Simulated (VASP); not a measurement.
NaH (rock salt), at 0.96 of the tabulated volume:

```
CELL_PARAMETERS angstrom
      0.00000     2.40702     2.40702
      2.40702     0.00000     2.40702
      2.40702     2.40702     0.00000
ATOMIC_POSITIONS crystal
  Na 0.00000 0.00000 0.00000
  H  0.50000 0.50000 0.50000
```

The lowest empty band near L, direction along the valley's axis, from mBJ (TB09) with spin-orbit coupling in VASP (PAW); its two spin partners are averaged. The gap over the points computed is 6.68 eV, and the next band on that side lies 6.75 eV away at the edge.

Numerical set-up: 400 eV cut-off, 11×11×11 Γ-centred mesh, Gaussian smearing of 0.050 eV, potentials Na_pv H.

```json
[
 {"distance from the edge in k (1/Å)": "0.018", "distance in energy (meV)": "3.5"},
 {"distance from the edge in k (1/Å)": "0.025", "distance in energy (meV)": "6.7"},
 {"distance from the edge in k (1/Å)": "0.035", "distance in energy (meV)": "13.2"},
 {"distance from the edge in k (1/Å)": "0.050", "distance in energy (meV)": "26.9"},
 {"distance from the edge in k (1/Å)": "0.070", "distance in energy (meV)": "52.7"}
]
```

Fit E(1 + αE) = ħ²k²/2m* (ħ²/2m0 = 3.810 eV Å²) and predict the row at 0.095 1/Å.

The rows don't resolve α, so a parabola serves: the electron mass is m* = 0.354 m0, and so 97.1 meV. The run gave 96.7 meV, -0.4 meV from the fit.

Left out are points under 3 meV from the edge, since the levels carry 0.1 meV, and points farther than half the way to the next band.

The compound is NaH in the rock salt structure. The cell was not relaxed at this level.
